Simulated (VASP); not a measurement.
Consider the following.

```yaml
crystal:
  lattice:
    - [6.20075, 0.00000, 0.00000]
    - [0.00000, 6.20075, 0.00000]
    - [0.00000, 0.00000, 6.20075]
  atoms:
    - { symbol: Cs, position: [0.00000, 0.00000, 0.00000] }
    - { symbol: Sn, position: [0.50000, 0.50000, 0.50000] }
    - { symbol: I, position: [0.50000, 0.00000, 0.50000] }
    - { symbol: I, position: [0.00000, 0.50000, 0.50000] }
    - { symbol: I, position: [0.50000, 0.50000, 0.00000] }
```

These are PBE GGA with D3 dispersion (Becke-Johnson damping), VASP's PBE PAW potentials (set 64) (plane waves; VASP 6.6.1) values and carry that method's errors. Run with 520 eV cut-off, 4×4×4 Γ-centred mesh, tetrahedra with Blöchl corrections, potentials Cs_sv Sn_d I.

The cores are frozen, which limits the accuracy of field gradients.

Problem. Give the principal components of the electric field gradient (V/Å²) and the asymmetry η at each nucleus.

Solution. 
| atom | Vxx | Vyy | Vzz | η |
|---|---|---|---|---|
| Cs1 | 0.0 | 0.0 | 0.0 | - |
| Sn2 | 0.0 | 0.0 | 0.0 | - |
| I3 | -181.9 | -181.9 | 363.9 | 0.00 |
| I4 | -181.9 | -181.9 | 363.9 | 0.00 |
| I5 | -181.9 | -181.9 | 363.9 | 0.00 |

The compound is CsSnI3 in the cubic perovskite structure, the ideal cubic form; the compound distorts at low or room temperature. It was relaxed first.
